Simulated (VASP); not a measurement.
All values below come from PW91 GGA, VASP's PBE PAW potentials (set 64) (plane waves; VASP).

Input for VASP

### KPOINTS
```
Automatic mesh
0
Gamma
7 7 4
0 0 0
```

### POSCAR
```
ZnO
1
    1.6449658478    -2.8491648790     0.0000000000
    1.6449658478     2.8491648790     0.0000000000
    0.0000000000     0.0000000000     5.2749768191
Zn O
2 2
Direct
  0.6666670000   0.3333330000   0.5002597774
  0.3333330000   0.6666670000   0.0002597774
  0.6666670000   0.3333330000   0.8817402226
  0.3333330000   0.6666670000   0.3817402226
```

**INCAR**
```
! general
SYSTEM  = ZnO
PREC    = Accurate
ENCUT   = 520
LREAL   = F
LASPH   = T

! electronic loop
EDIFF   = 1E-6
NELM    = 100
ALGO    = Normal
LMAXMIX = 4

! smearing
ISMEAR  = 0
SIGMA   = 0.05

! functional
GGA     = 91

! ions
IBRION  = 2
NSW     = 60
ISIF    = 3
EDIFFG  = -0.02

! output
LWAVE   = F
LCHARG  = F
```

POTCAR, in this order: Zn O (PBE.64 set). Program: vasp_std.

What VASP printed:

File OSZICAR:
```
       N       E                     dE             d eps       ncg     rms          rms(c)
DAV:   1     0.289042065447E+03    0.28904E+03   -0.19060E+04  1056   0.237E+03
DAV:   2     0.105192376896E+02   -0.27852E+03   -0.26790E+03  1128   0.445E+02
DAV:   3    -0.207729904817E+02   -0.31292E+02   -0.30798E+02  1266   0.155E+02
DAV:   4    -0.214029352351E+02   -0.62994E+00   -0.62930E+00  1122   0.235E+01
DAV:   5    -0.214078464454E+02   -0.49112E-02   -0.49111E-02  1254   0.204E+00    0.144E+01
DAV:   6    -0.179240478733E+02    0.34838E+01   -0.12604E+01  1840   0.755E+01    0.869E+00
DAV:   7    -0.180962490650E+02   -0.17220E+00   -0.27637E+00  1144   0.200E+01    0.525E+00
DAV:   8    -0.181224658045E+02   -0.26217E-01   -0.90848E-01  1564   0.945E+00    0.188E+00
DAV:   9    -0.180525282262E+02    0.69938E-01   -0.20429E-01  1632   0.819E+00    0.368E-01
DAV:  10    -0.180563236977E+02   -0.37955E-02   -0.60930E-02  1068   0.180E+00    0.138E-01
DAV:  11    -0.180563082783E+02    0.15419E-04   -0.14376E-03  1500   0.450E-01    0.339E-02
DAV:  12    -0.180563531944E+02   -0.44916E-04   -0.11991E-04  1348   0.179E-01    0.289E-02
DAV:  13    -0.180563507779E+02    0.24165E-05   -0.24940E-05  1348   0.995E-02    0.125E-02
DAV:  14    -0.180563504668E+02    0.31119E-06   -0.86894E-06  1158   0.378E-02
   1 F= -.18056350E+02 E0= -.18056350E+02  d E =-.180564E+02
       N       E                     dE             d eps       ncg     rms          rms(c)
DAV:   1    -0.180578946641E+02   -0.15439E-02   -0.54661E-02  1344   0.293E+00    0.275E-01
DAV:   2    -0.180568366653E+02    0.10580E-02   -0.55189E-03  1374   0.132E+00    0.120E-01
DAV:   3    -0.180566370074E+02    0.19966E-03   -0.13772E-04  1498   0.288E-01    0.662E-02
DAV:   4    -0.180565685150E+02    0.68492E-04   -0.11971E-04  1448   0.142E-01    0.930E-03
DAV:   5    -0.180565693399E+02   -0.82482E-06   -0.21693E-05  1074   0.513E-02    0.457E-03
DAV:   6    -0.180565691683E+02    0.17154E-06   -0.69024E-07   534   0.293E-02
   2 F= -.18056569E+02 E0= -.18056569E+02  d E =-.218702E-03
       N       E                     dE             d eps       ncg     rms          rms(c)
DAV:   1    -0.180582270582E+02   -0.16577E-02   -0.66022E-02  1336   0.321E+00    0.303E-01
DAV:   2    -0.180569448495E+02    0.12822E-02   -0.66071E-03  1372   0.145E+00    0.132E-01
DAV:   3    -0.180567042651E+02    0.24058E-03   -0.16847E-04  1488   0.315E-01    0.724E-02
DAV:   4    -0.180566220663E+02    0.82199E-04   -0.14372E-04  1452   0.155E-01    0.102E-02
DAV:   5    -0.180566230645E+02   -0.99814E-06   -0.26229E-05  1062   0.565E-02    0.506E-03
DAV:   6    -0.180566228745E+02    0.19001E-06   -0.82480E-07   540   0.322E-02
   3 F= -.18056623E+02 E0= -.18056623E+02  d E =-.272408E-03
       N       E                     dE             d eps       ncg     rms          rms(c)
DAV:   1    -0.180568437543E+02   -0.22069E-03   -0.15876E-02  1056   0.109E+00    0.826E-02
DAV:   2    -0.180567672075E+02    0.76547E-04   -0.38918E-04  1310   0.331E-01    0.459E-02
DAV:   3    -0.180567302183E+02    0.36989E-04   -0.29193E-05  1380   0.804E-02    0.172E-02
DAV:   4    -0.180567249382E+02    0.52801E-05   -0.10834E-05  1342   0.414E-02    0.281E-03
DAV:   5    -0.180567251388E+02   -0.20058E-06   -0.17152E-06   594   0.153E-02
   4 F= -.18056725E+02 E0= -.18056725E+02  d E =-.102264E-03
       N       E                     dE             d eps       ncg     rms          rms(c)
DAV:   1    -0.180579595795E+02   -0.12346E-02   -0.14301E-01  1056   0.326E+00    0.246E-01
DAV:   2    -0.180572853414E+02    0.67424E-03   -0.34747E-03  1302   0.983E-01    0.137E-01
DAV:   3    -0.180569547484E+02    0.33059E-03   -0.25963E-04  1388   0.241E-01    0.509E-02
DAV:   4    -0.180569099897E+02    0.44759E-04   -0.96786E-05  1368   0.123E-01    0.841E-03
DAV:   5    -0.180569116189E+02   -0.16292E-05   -0.15877E-05  1074   0.460E-02    0.410E-03
DAV:   6    -0.180569117010E+02   -0.82138E-07   -0.76919E-07   552   0.317E-02
   5 F= -.18056912E+02 E0= -.18056912E+02  d E =-.288827E-03
```

File OUTCAR:
```
------------------------ aborting loop because EDIFF is reached ----------------------------------------
  FORCE on cell =-STRESS in cart. coord.  units (eV):
  Direction    XX          YY          ZZ          XY          YZ          ZX
  --------------------------------------------------------------------------------------
  Total        0.0716980      0.0716980      0.0283866      0.0000000      0.0000000      0.0000000
  in kB        2.3284520      2.3284527      0.9218796      0.0000000      0.0000000      0.0000000
  external PRESSURE =       1.8595948 kB  Pullay stress =       0.0000000 kB
  volume of cell :       49.33
      direct lattice vectors                 reciprocal lattice vectors
     1.640024185 -2.840605664 -0.000000000     0.304873553 -0.176018800  0.000000000
     1.640024185  2.840605664  0.000000000     0.304873553  0.176018800 -0.000000000
     0.000000000  0.000000000  5.294917098     0.000000000 -0.000000000  0.188860370
  FREE ENERGIE OF THE ION-ELECTRON SYSTEM (eV)
  ---------------------------------------------------
  free  energy   TOTEN  =       -18.0569117010 eV

  energy  without entropy=      -18.0569117010  energy(sigma->0) =      -18.05691170

 reached required accuracy - stopping structural energy minimisation
```
(Selected blocks of OUTCAR.)

CONTCAR:
```
ZnO
   1.00000000000000
     1.6400241848115491   -2.8406056635360963   -0.0000000000000000
     1.6400241848115491    2.8406056635360963    0.0000000000000000
     0.0000000000000000    0.0000000000000000    5.2949170978276001
  Zn              O
     2     2
Direct
     0.6666669999999968    0.3333330000000032    0.5013041695962464
     0.3333330000000032    0.6666669999999968    0.0013041695962463
     0.6666669999999968    0.3333330000000032    0.8806958304037515
     0.3333330000000032    0.6666669999999968    0.3806958304037515
```

The compound is ZnO in the wurtzite structure. This run relaxes it. Symmetry was kept, so distortions that lower it aren't found. The start is the result of an earlier pass.
